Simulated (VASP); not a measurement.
An input for Quantum ESPRESSO's pw.x (written as the equivalent of a VASP run, and not itself run):

```
&CONTROL
  calculation = 'vc-relax'
  pseudo_dir = './pseudo'
  outdir = './out'
  tprnfor = .true.
  tstress = .true.
  nstep = 60
  forc_conv_thr = 0.00078
/
&SYSTEM
  ibrav = 0
  nat = 3
  ntyp = 2
  ecutwfc = 84
  occupations = 'smearing'
  smearing = 'methfessel-paxton'
  degauss = 0.00735
  input_dft = 'pbe'
  vdw_corr = 'grimme-d3'
  dftd3_version = 4
  dftd3_threebody = .false.
/
&ELECTRONS
  conv_thr = 7.3e-08
  electron_maxstep = 100
/
&IONS
/
&CELL
/
ATOMIC_SPECIES
  Pt 195.084 Pt.upf
  S 32.060 S.upf
CELL_PARAMETERS angstrom
     3.5811151   -0.0000000    0.0000000
    -1.7905576    3.1013367    0.0000000
     0.0000000   -0.0000000    4.6728356
ATOMIC_POSITIONS crystal
  Pt   0.0000000  0.0000000  1.0000000
  S    0.3333330  0.6666670  0.2576130
  S    0.6666670  0.3333330  0.7423870
K_POINTS automatic
  9 9 6 0 0 0
```

Q: Translate this input to VASP (INCAR, KPOINTS, POSCAR, choice of POTCAR).

A: This is not unique; one that fits is 
**KPOINTS**
```
Automatic mesh
0
Gamma
9 9 6
0 0 0
```

POSCAR:
```
PtS2
1
    3.5811151267    -0.0000000000     0.0000000000
   -1.7905575634     3.1013367465     0.0000000000
    0.0000000000    -0.0000000000     4.6728356352
Pt S
1 2
Direct
  0.0000000000   0.0000000000   1.0000000000
  0.3333330000   0.6666670000   0.2576130175
  0.6666670000   0.3333330000   0.7423869825
```

INCAR:
```
ALGO = Normal   ! blocked Davidson
EDIFFG = -0.02   ! ionic stop
ISMEAR = 1
LWAVE = .FALSE.
LMAXMIX = 6
NSW = 60   ! most ionic steps
PREC = Accurate
LREAL = .FALSE.   ! projection in real space or not
SIGMA = 0.1   ! width (eV)
ISIF = 3   ! ions, shape and volume
SYSTEM = PtS2
IVDW = 12
EDIFF = 1E-6
LASPH = .TRUE.   ! aspherical one-centre terms
LCHARG = .FALSE.
IBRION = 2   ! conjugate gradients
ENCUT = 480
GGA = PE   ! PBE
NELM = 100
```

POTCAR, in this order: Pt S (PBE.64 set). Program: vasp_std.

The two are equivalent in intent, not identical: the potentials are each code's own (VASP's PAW set, PseudoDojo norm-conserving files in pw.x), so ENCUT and ecutwfc are chosen apart and not converted; conv_thr bounds pw.x's estimated SCF error, while EDIFF bounds the energy change between steps; forc_conv_thr acts on force components and is met together with etot_conv_thr.

The compound is PtS2 in the 1T layered structure. This run relaxes it. Symmetry was kept, so distortions that lower it aren't found. The start is the result of an earlier pass.
